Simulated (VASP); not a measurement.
Computed with PBE GGA + U (Dudarev), VASP's PBE PAW potentials (set 64) (plane waves; VASP).

VASP input:

### KPOINTS
```
Automatic mesh
0
Gamma
11 12 11
0 0 0
```

### INCAR
```
SYSTEM = FeAl
PREC = Accurate; ENCUT = 400; LREAL = F
LASPH = T
EDIFF = 1E-6; NELM = 100; ALGO = Normal
LMAXMIX = 4
ISMEAR = 1; SIGMA = 0.1
GGA = PE
LDAUL = -1 2
LDAUU = 0 6.0
LDAUJ = 0 0
LDAU = T; LDAUTYPE = 2; LDAUPRINT = 1
ISIF = 2
LWAVE = F; LCHARG = F; LORBIT = 10
```

POSCAR:
```
FeAl
1
    2.9102120000     0.0000000000     0.0000000000
    0.0000000000     2.8524460000     0.0000000000
    0.0000000000     0.0000000000     2.8970010000
Al Fe
1 1
Direct
  0.5000000000   0.5000000000   0.5000000000
  0.0093600000   0.0000000000   0.0000000000
```

POTCAR, in this order: Al Fe (PBE.64 set). Program: vasp_std.

Q: What will the output report for the number of irreducible k-points (NKPTS), number of bands (NBANDS), largest plane-wave count, number of space-group operations, FFT grid (NGX, NGY, NGZ)?

A: 
```
Item                                           Value
--------------------------------------  ------------
number of irreducible k-points (NKPTS)           252
number of bands (NBANDS)                           9
largest plane-wave count                         461
number of space-group operations                   4
FFT grid (NGX, NGY, NGZ)                20 × 20 × 20
```

The compound is FeAl in the CsCl type structure. The cell was not relaxed at this level, atoms are displaced from their ideal sites. The run is one of a series of settings (LDAU = .TRUE., LDAUJ = 0 0, LDAUL = -1 2, LDAUTYPE = 2, LDAUU = 0 6.0 against the base run), some of them coarse on purpose. The run is not spin-polarised, so no magnetic state was tried. The electron count is odd and the run is not spin-polarised, which forces a metal.
